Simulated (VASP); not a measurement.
# Absorption of CaO from time-dependent hybrids, part 3 of 4

Which functionals bind an exciton in CaO? The cell is of the rock-salt type, one of the forms listed for this formula. The start is a computed cell from the Materials Project.

VASP 6.6.1, plane waves and PAW; the level of theory is named at each step.

So far, lowest excitation (eV): step 4 (casida equation on LDA, time-dependent LDA, Casida form) 3.84; step 8 (casida equation on B3LYP, time-dependent B3LYP, Casida form) 5.59.

## 9. Dielectric constant

This step: LDA; plane waves and PAW (Ca_sv, O) (VASP 6.6.1).

Perturbation theory (LEPSILON) gives the dielectric tensor with local fields, and the Born charges. The dielectric constant will set the share of exact exchange; it needs a finer mesh and uses the standard data sets.

Input file INCAR:

```
SYSTEM = CaO
PREC = Accurate
ENCUT = 520
EDIFF = 1E-08
NELM = 100
ISMEAR = 0
SIGMA = 0.01
LREAL = .FALSE.
ALGO = Normal
GGA = CA
NBANDS = 14
LWAVE = .FALSE.
LCHARG = .FALSE.
KPAR = 4
LEPSILON = .TRUE.
```

Input file POSCAR:

```
CaO
1.0
    0.0000000000      2.4035556960      2.4035556960
    2.4035556960      0.0000000000      2.4035556960
    2.4035556960      2.4035556960      0.0000000000
Ca O
1 1
Direct
    0.0000000000      0.0000000000      0.0000000000
    0.5000000000      0.5000000000      0.5000000000
```

Input file KPOINTS:

```
Automatic mesh
0
Gamma
11 11 11
0 0 0
```

PAW data sets: Ca_sv and O (PBE family, release 64).

Launch:

```bash
$ mpirun -np 4 vasp_std
```

What it wrote:

```text
[... set-up lines as in an earlier step ...]
 entering main loop
       N       E                     dE             d eps       ncg     rms          rms(c)
DAV:   1     0.121311129746E+03    0.12131E+03   -0.83885E+03  1568   0.116E+03
DAV:   2    -0.102371370014E+02   -0.13155E+03   -0.12379E+03  1984   0.301E+02
DAV:   3    -0.156591871298E+02   -0.54221E+01   -0.53905E+01  1748   0.632E+01
DAV:   4    -0.158411668529E+02   -0.18198E+00   -0.18180E+00  2310   0.100E+01
DAV:   5    -0.158427700853E+02   -0.16032E-02   -0.16032E-02  1790   0.105E+00    0.810E+00
DAV:   6    -0.144081565433E+02    0.14346E+01   -0.51145E+00  1646   0.226E+01    0.371E+00
DAV:   7    -0.143106502770E+02    0.97506E-01   -0.51393E-01  1982   0.718E+00    0.174E+00
DAV:   8    -0.142793713638E+02    0.31279E-01   -0.77765E-02  1812   0.290E+00    0.275E-01
DAV:   9    -0.142790076514E+02    0.36371E-03   -0.69778E-03  2096   0.571E-01    0.113E-01
DAV:  10    -0.142792405840E+02   -0.23293E-03   -0.71804E-04  1890   0.375E-01    0.889E-02
DAV:  11    -0.142791512774E+02    0.89307E-04   -0.10029E-04  1884   0.152E-01    0.120E-02
DAV:  12    -0.142791499158E+02    0.13616E-05   -0.16232E-05  2130   0.505E-02    0.663E-03
DAV:  13    -0.142791496056E+02    0.31016E-06   -0.11893E-06  1636   0.128E-02    0.197E-03
DAV:  14    -0.142791495554E+02    0.50200E-07   -0.18764E-07  2602   0.397E-03    0.242E-04
DAV:  15    -0.142791495548E+02    0.61323E-09   -0.51195E-09   918   0.761E-04
   1 F= -.14279150E+02 E0= -.14279150E+02  d E =-.725802-113
 Linear response reoptimize wavefunctions to high precision
DAV:   1    -0.142791495542E+02    0.59663E-09   -0.13147E-09   966   0.335E-04
DAV:   2    -0.142791495542E+02   -0.10914E-10   -0.87972E-11   814   0.867E-05
 Linear response G [H, r] |phi>, progress :
  Direction:   1
       N       E                     dE             d eps       ncg     rms
RMM:   1    -0.553488961572E+02   -0.55349E+02    0.57442E+02  2836   0.157E+02
RMM:   2    -0.569413508542E+02   -0.15925E+01   -0.96064E+00  2591   0.278E+01
RMM:   3    -0.577432080968E+02   -0.80186E+00   -0.50242E+00  3280   0.858E+00
RMM:   4    -0.579082913218E+02   -0.16508E+00   -0.11895E+00  3693   0.330E+00
RMM:   5    -0.579516818878E+02   -0.43391E-01   -0.25598E-01  3695   0.139E+00
RMM:   6    -0.579599076756E+02   -0.82258E-02   -0.55462E-02  3750   0.630E-01
RMM:   7    -0.579614976698E+02   -0.15900E-02   -0.10518E-02  3760   0.278E-01
RMM:   8    -0.579619889554E+02   -0.49129E-03   -0.26191E-03  3717   0.125E-01
RMM:   9    -0.579620630435E+02   -0.74088E-04   -0.15071E-03  3673   0.571E-02
RMM:  10    -0.579620820515E+02   -0.19008E-04   -0.17562E-03  3669   0.283E-02
RMM:  11    -0.579620865505E+02   -0.44991E-05   -0.95230E-04  3636   0.141E-02
RMM:  12    -0.579620853553E+02    0.11953E-05   -0.45800E-04  3519   0.720E-03
RMM:  13    -0.579620860596E+02   -0.70435E-06   -0.30079E-04  3393   0.368E-03
RMM:  14    -0.579620850211E+02    0.10385E-05   -0.17313E-04  3243   0.200E-03
RMM:  15    -0.579620851301E+02   -0.10900E-06   -0.73302E-05  3005   0.111E-03
RMM:  16    -0.579620855376E+02   -0.40751E-06   -0.19967E-04  2706   0.667E-04
RMM:  17    -0.579620842143E+02    0.13233E-05   -0.22221E-04  2460   0.408E-04
RMM:  18    -0.579620842805E+02   -0.66164E-07    0.22016E-05  2188   0.264E-04
RMM:  19    -0.579620843846E+02   -0.10411E-06    0.28794E-05  1996   0.185E-04
RMM:  20    -0.579620843871E+02   -0.25084E-08    0.42650E-05  1828   0.144E-04
RMM:  21    -0.579620845045E+02   -0.11738E-06    0.26260E-05  1689   0.116E-04
RMM:  22    -0.579620845534E+02   -0.48933E-07    0.21005E-05  1613   0.100E-04
RMM:  23    -0.579620845908E+02   -0.37431E-07    0.14778E-05  1544   0.902E-05
RMM:  24    -0.579620846131E+02   -0.22259E-07    0.10586E-05  1489   0.842E-05
RMM:  25    -0.579620846285E+02   -0.15370E-07    0.77289E-06  1423   0.801E-05
RMM:  26    -0.579620846385E+02   -0.99913E-08    0.59189E-06  1397   0.778E-05
RMM:  27    -0.579620846340E+02    0.44860E-08    0.43641E-06  1332   0.761E-05
RMM:  28    -0.579620846629E+02   -0.28949E-07   -0.12361E-06  1261   0.750E-05
 Linear response G [H, r] |phi>, progress :
  Direction:   2
       N       E                     dE             d eps       ncg     rms
RMM:   1    -0.520862719412E+02   -0.52086E+02    0.57829E+02  2777   0.155E+02
RMM:   2    -0.522487099255E+02   -0.16244E+00   -0.82109E+00  2581   0.276E+01
RMM:   3    -0.526772037909E+02   -0.42849E+00   -0.25726E+00  3312   0.772E+00
RMM:   4    -0.527753210847E+02   -0.98117E-01   -0.57798E-01  3734   0.279E+00
RMM:   5    -0.528005852296E+02   -0.25264E-01   -0.12479E-01  3781   0.113E+00
RMM:   6    -0.528047520120E+02   -0.41668E-02   -0.27690E-02  3831   0.513E-01
RMM:   7    -0.528058881066E+02   -0.11361E-02   -0.64013E-03  3833   0.231E-01
RMM:   8    -0.528061079245E+02   -0.21982E-03   -0.22524E-03  3788   0.109E-01
RMM:   9    -0.528061684485E+02   -0.60524E-04   -0.10621E-03  3769   0.505E-02
RMM:  10    -0.528061807845E+02   -0.12336E-04   -0.56165E-04  3748   0.250E-02
RMM:  11    -0.528061846789E+02   -0.38944E-05   -0.27030E-04  3724   0.125E-02
RMM:  12    -0.528061860406E+02   -0.13617E-05   -0.37616E-04  3604   0.664E-03
RMM:  13    -0.528061863066E+02   -0.26601E-06   -0.16144E-04  3482   0.344E-03
RMM:  14    -0.528061864328E+02   -0.12620E-06   -0.14011E-04  3347   0.190E-03
RMM:  15    -0.528061864479E+02   -0.15135E-07   -0.36327E-05  3093   0.103E-03
RMM:  16    -0.528061864972E+02   -0.49270E-07   -0.35317E-05  2826   0.607E-04
RMM:  17    -0.528061865080E+02   -0.10802E-07   -0.25351E-06  2587   0.352E-04
RMM:  18    -0.528061865138E+02   -0.57890E-08   -0.90249E-06  2339   0.223E-04
RMM:  19    -0.528061865216E+02   -0.77879E-08   -0.19136E-07  2156   0.147E-04
RMM:  20    -0.528061865269E+02   -0.53429E-08   -0.32961E-06  1957   0.106E-04
RMM:  21    -0.528061865269E+02   -0.28493E-11   -0.53525E-07  1802   0.821E-05
RMM:  22    -0.528061865267E+02    0.21111E-09   -0.15822E-06  1677   0.688E-05
RMM:  23    -0.528061865265E+02    0.17569E-09    0.18749E-07  1627   0.610E-05
RMM:  24    -0.528061865267E+02   -0.13390E-09   -0.38084E-07  1549   0.568E-05
RMM:  25    -0.528061865266E+02    0.11641E-09    0.72414E-07  1474   0.544E-05
RMM:  26    -0.528061865386E+02   -0.12023E-07   -0.60415E-07  1424   0.533E-05
RMM:  27    -0.528061865385E+02    0.57113E-10    0.92774E-08  1372   0.527E-05
 Linear response G [H, r] |phi>, progress :
  Direction:   3
       N       E                     dE             d eps       ncg     rms
RMM:   1    -0.521736721399E+02   -0.52174E+02    0.61872E+02  2726   0.155E+02
RMM:   2    -0.522050741612E+02   -0.31402E-01   -0.10812E+01  2615   0.262E+01
[...]
RMM:   8    -0.219546249970E+00   -0.89308E-06   -0.69249E-06  3750   0.526E-03
RMM:   9    -0.219546393913E+00   -0.14394E-06   -0.17946E-05  3599   0.248E-03
RMM:  10    -0.219546435701E+00   -0.41787E-07   -0.77583E-06  3540   0.115E-03
RMM:  11    -0.219546443292E+00   -0.75911E-08   -0.54613E-06  3322   0.566E-04
RMM:  12    -0.219546445373E+00   -0.20810E-08   -0.24137E-06  3151   0.276E-04
RMM:  13    -0.219546445383E+00   -0.98963E-11   -0.12984E-06  2872   0.148E-04
RMM:  14    -0.219546445401E+00   -0.17992E-10   -0.53495E-07  2536   0.834E-05
RMM:  15    -0.219546443958E+00    0.14424E-08   -0.20707E-07  2138   0.577E-05
RMM:  16    -0.219546443974E+00   -0.15983E-10   -0.56873E-08  1886   0.491E-05
 change of polarisation eV/A/(eV/A) component  2 :     0.083     0.439    -0.033
 dielectric tensor                  component  2 :     0.543     3.861    -0.212
 Linear response to external field (no local field effect), progress :
  Direction:   3
       N       E                     dE             d eps       ncg     rms          rms(c)
RMM:   1    -0.170773289382E+00   -0.17077E+00   -0.34658E-01  3400   0.403E+00
RMM:   2    -0.178400308255E+00   -0.76270E-02   -0.36222E-02  2916   0.890E-01
RMM:   3    -0.180329993600E+00   -0.19297E-02   -0.79063E-03  3328   0.323E-01
RMM:   4    -0.180839829623E+00   -0.50984E-03   -0.13942E-03  3521   0.119E-01
RMM:   5    -0.180901850978E+00   -0.62021E-04   -0.24277E-04  3505   0.508E-02
RMM:   6    -0.180916636419E+00   -0.14785E-04   -0.48696E-05  3448   0.214E-02
RMM:   7    -0.180918802969E+00   -0.21665E-05   -0.82729E-06  3274   0.950E-03
RMM:   8    -0.180919305443E+00   -0.50247E-06   -0.12222E-06  3145   0.414E-03
RMM:   9    -0.180919392055E+00   -0.86612E-07   -0.85915E-06  3053   0.195E-03
RMM:  10    -0.180919413304E+00   -0.21248E-07   -0.69534E-06  2956   0.881E-04
RMM:  11    -0.180919416307E+00   -0.30034E-08   -0.36546E-06  2714   0.437E-04
RMM:  12    -0.180919416530E+00   -0.22301E-09   -0.22110E-06  2508   0.210E-04
RMM:  13    -0.180919416609E+00   -0.78538E-10   -0.10897E-06  2305   0.116E-04
RMM:  14    -0.180919416541E+00    0.67486E-10   -0.57585E-07  2005   0.668E-05
RMM:  15    -0.180919416500E+00    0.40810E-10   -0.29924E-07  1708   0.493E-05
RMM:  16    -0.180919416472E+00    0.28661E-10   -0.13271E-07  1492   0.441E-05
RMM:  17    -0.180919415759E+00    0.71285E-09   -0.59479E-08  1354   0.427E-05
 change of polarisation eV/A/(eV/A) component  3 :     0.026    -0.033     0.362
 dielectric tensor                  component  3 :     0.172    -0.212     3.358
 Linear response to external field, progress :
  Direction:   1
       N       E                     dE             d eps       ncg     rms          rms(c)
RMM:   1    -0.218733575366E+00   -0.21873E+00   -0.63310E-01  7753   0.415E+00
RMM:   2    -0.230832721991E+00   -0.12099E-01   -0.39640E-02  6588   0.958E-01    0.764E-01
RMM:   3    -0.223259891134E+00    0.75728E-02   -0.15480E-02  6426   0.869E-01    0.393E-01
RMM:   4    -0.228376417853E+00   -0.51165E-02   -0.77879E-03  6982   0.688E-01    0.104E-01
RMM:   5    -0.232003455822E+00   -0.36270E-02   -0.26543E-03  7679   0.295E-01    0.267E-02
RMM:   6    -0.232442160247E+00   -0.43870E-03   -0.59945E-04  8233   0.122E-01    0.155E-02
RMM:   7    -0.232684549594E+00   -0.24239E-03   -0.11895E-04  8037   0.543E-02    0.455E-03
RMM:   8    -0.232646094532E+00    0.38455E-04   -0.30373E-05  8247   0.253E-02    0.259E-03
RMM:   9    -0.232654214290E+00   -0.81198E-05   -0.99127E-06  8400   0.117E-02    0.219E-03
RMM:  10    -0.232649439769E+00    0.47745E-05   -0.10524E-05  8229   0.618E-03    0.472E-03
RMM:  11    -0.232655778265E+00   -0.63385E-05   -0.47132E-06  8001   0.416E-03    0.133E-03
RMM:  12    -0.232658423577E+00   -0.26453E-05   -0.41702E-06  8334   0.208E-03    0.337E-04
RMM:  13    -0.232658442451E+00   -0.18874E-07   -0.17363E-06  8079   0.813E-04    0.469E-04
RMM:  14    -0.232659129926E+00   -0.68748E-06   -0.10644E-06  8109   0.450E-04    0.282E-04
RMM:  15    -0.232660708127E+00   -0.15782E-05   -0.50083E-07  7617   0.358E-04    0.104E-04
RMM:  16    -0.232660575117E+00    0.13301E-06   -0.31802E-07  6693   0.130E-04    0.631E-05
RMM:  17    -0.232660613080E+00   -0.37962E-07   -0.68382E-08  5500   0.745E-05    0.224E-05
RMM:  18    -0.232660679790E+00   -0.66711E-07   -0.49154E-08  4287   0.507E-05    0.161E-05
RMM:  19    -0.232660507916E+00    0.17187E-06   -0.28262E-08  4314   0.502E-05    0.109E-06
 change of polarisation eV/A/(eV/A) component  1 :     0.437     0.046     0.018
 dielectric tensor                  component  1 :     3.848     0.302     0.114
 Linear response to external field, progress :
  Direction:   2
       N       E                     dE             d eps       ncg     rms          rms(c)
RMM:   1    -0.218768527304E+00   -0.21877E+00   -0.63345E-01  7776   0.415E+00
RMM:   2    -0.230855122347E+00   -0.12087E-01   -0.39961E-02  6614   0.962E-01    0.764E-01
RMM:   3    -0.223259063530E+00    0.75961E-02   -0.15465E-02  6449   0.869E-01    0.393E-01
RMM:   4    -0.228372881554E+00   -0.51138E-02   -0.77738E-03  7002   0.689E-01    0.104E-01
RMM:   5    -0.232004310755E+00   -0.36314E-02   -0.26675E-03  7731   0.296E-01    0.268E-02
RMM:   6    -0.232431695137E+00   -0.42738E-03   -0.60159E-04  8274   0.122E-01    0.161E-02
RMM:   7    -0.232677166166E+00   -0.24547E-03   -0.11905E-04  8110   0.545E-02    0.518E-03
RMM:   8    -0.232659501934E+00    0.17664E-04   -0.29594E-05  8328   0.256E-02    0.317E-03
RMM:   9    -0.232658856564E+00    0.64537E-06   -0.94707E-06  8361   0.121E-02    0.127E-03
RMM:  10    -0.232670664966E+00   -0.11808E-04   -0.86474E-06  8217   0.675E-03    0.222E-03
RMM:  11    -0.232658679283E+00    0.11986E-04   -0.70863E-06  8173   0.397E-03    0.842E-04
RMM:  12    -0.232659742805E+00   -0.10635E-05   -0.48891E-06  8422   0.174E-03    0.370E-04
RMM:  13    -0.232660422961E+00   -0.68016E-06   -0.23547E-06  8558   0.848E-04    0.195E-04
RMM:  14    -0.232660733426E+00   -0.31046E-06   -0.12259E-06  8268   0.446E-04    0.311E-05
RMM:  15    -0.232660657073E+00    0.76353E-07   -0.48436E-07  7635   0.219E-04    0.995E-06
 change of polarisation eV/A/(eV/A) component  2 :     0.037     0.437     0.002
 dielectric tensor                  component  2 :     0.240     3.848     0.015
 Linear response to external field, progress :
  Direction:   3
       N       E                     dE             d eps       ncg     rms          rms(c)
RMM:   1    -0.218768951530E+00   -0.21877E+00   -0.63346E-01  7776   0.415E+00
RMM:   2    -0.230854620875E+00   -0.12086E-01   -0.39960E-02  6613   0.962E-01    0.764E-01
RMM:   3    -0.223259017619E+00    0.75956E-02   -0.15464E-02  6449   0.870E-01    0.393E-01
RMM:   4    -0.228372760492E+00   -0.51137E-02   -0.77734E-03  7002   0.689E-01    0.104E-01
RMM:   5    -0.232004257203E+00   -0.36315E-02   -0.26676E-03  7732   0.296E-01    0.268E-02
RMM:   6    -0.232431805332E+00   -0.42755E-03   -0.60160E-04  8274   0.122E-01    0.161E-02
RMM:   7    -0.232677089571E+00   -0.24528E-03   -0.11883E-04  8108   0.545E-02    0.518E-03
RMM:   8    -0.232659422209E+00    0.17667E-04   -0.29431E-05  8332   0.256E-02    0.317E-03
RMM:   9    -0.232658875700E+00    0.54651E-06   -0.10714E-05  8373   0.122E-02    0.127E-03
RMM:  10    -0.232670870368E+00   -0.11995E-04   -0.97805E-06  8232   0.676E-03    0.229E-03
RMM:  11    -0.232658666214E+00    0.12204E-04   -0.72704E-06  8157   0.400E-03    0.846E-04
RMM:  12    -0.232659664252E+00   -0.99804E-06   -0.30794E-06  8421   0.174E-03    0.369E-04
RMM:  13    -0.232660606562E+00   -0.94231E-06   -0.20489E-06  8538   0.856E-04    0.182E-04
RMM:  14    -0.232660848194E+00   -0.24163E-06   -0.78616E-07  8281   0.438E-04    0.243E-05
RMM:  15    -0.232660738630E+00    0.10956E-06   -0.41198E-07  7608   0.219E-04    0.109E-05
RMM:  16    -0.232660540891E+00    0.19774E-06   -0.17142E-07  6161   0.111E-04    0.698E-06
 change of polarisation eV/A/(eV/A) component  3 :     0.008     0.032     0.437
 dielectric tensor                  component  3 :     0.050     0.206     3.848
 Born effective charges drift removed
```

Elapsed: 1.9 min, on 4 MPI ranks of Intel Xeon Platinum 8488C (Sapphire Rapids), shared host; peak memory 1 GiB.

Parts of OUTCAR (step 9):

```text
   k-points           NKPTS =     56   k-points in BZ     NKDIM =     56   number of bands    NBANDS=     14

   ENCUT  =  520.0 eV  38.22 Ry    6.18 a.u.   6.32  6.32  6.32*2*pi/ulx,y,z

   NELECT =      16.0000    total number of electrons

  Total       -1.0962698     -1.0962698     -1.0962698      0.0000000     -0.0000000      0.0000000
  in kB      -63.2463471    -63.2463471    -63.2463471      0.0000000     -0.0000000      0.0000000
  external PRESSURE =     -63.2463471 kB  Pullay stress =       0.0000000 kB

 POSITION                                       TOTAL-FORCE (eV/Angst)
 -----------------------------------------------------------------------------------
      0.00000      0.00000      0.00000         0.000000      0.000000      0.000000
      2.40356      2.40356      2.40356        -0.000000     -0.000000     -0.000000
 -----------------------------------------------------------------------------------
    total drift:                                0.000000      0.000000      0.000000

 MACROSCOPIC STATIC DIELECTRIC TENSOR (including local field effects in DFT)
 ------------------------------------------------------
           3.848434     0.000000    -0.000000
           0.000000     3.848434    -0.000000
           0.000000     0.000000     3.848434
 ------------------------------------------------------

 PIEZOELECTRIC TENSOR (including local field effects)  for field in x, y, z        (C/m^2)
          XX          YY          ZZ          XY          YZ          ZX
  --------------------------------------------------------------------------------
  x     0.00000     0.00000     0.00000     0.00000     0.00000     0.00000
  y     0.00000     0.00000     0.00000     0.00000     0.00000     0.00000
  z     0.00000     0.00000     0.00000     0.00000     0.00000     0.00000

 BORN EFFECTIVE CHARGES (including local field effects) (in |e|, cummulative output)
 ---------------------------------------------------------------------------------
 ion    1
    1     2.35438     0.00000     0.00000
    2     0.00000     2.35438     0.00000
    3     0.00000    -0.00000     2.35438
 ion    2
    1    -2.35438     0.00000    -0.00000
    2    -0.00000    -2.35438    -0.00000
    3    -0.00000     0.00000    -2.35438

[... 3 parts as in an earlier step ...]

[... 6 further parts left out ...]
```

Energies printed during the response cycles are not total energies of the cell.

This step gave:

| Item | Value |
| --- | --- |
| Fermi energy | 2.099 eV |
| pressure | -6.325 GPa |
| gap on the k-mesh | 3.495 eV |
| least direct gap on the k-mesh | 3.872 eV |

Electronic dielectric tensor with local fields:

```
3.85 0.00 0.00
0.00 3.85 0.00
0.00 0.00 3.85
```

Born effective charge (e), principal values of the symmetric part by kind of site:

| atom | atoms with these values | low | middle | high | mean |
| --- | --- | --- | --- | --- | --- |
| Ca1 | 1 | 2.35 | 2.35 | 2.35 | 2.35 |
| O2 | 1 | -2.35 | -2.35 | -2.35 | -2.35 |

In full for O2:

```
-2.35  0.00  0.00
 0.00 -2.35  0.00
 0.00  0.00 -2.35
```

The mean electronic (clamped-ion) dielectric constant is 3.85.

[end of part 3 of 4]

[Lines on the potential files, build, host, timing and source positions are cut from VASP's logs without a mark.]

[Logs are printed without paths, hosts, clocks, repeated set-up lines and the standing remarks that a program may print on its own settings, such as how far it seeks lower states.]

[Hosts, paths, dates, database ids (printed as entryN), source tags and the programs' standing remarks are cut or masked in the printed files.]

[Pressures printed for these runs are not shown converged in the cutoff: they can be off by several GPa and have the wrong sign.]
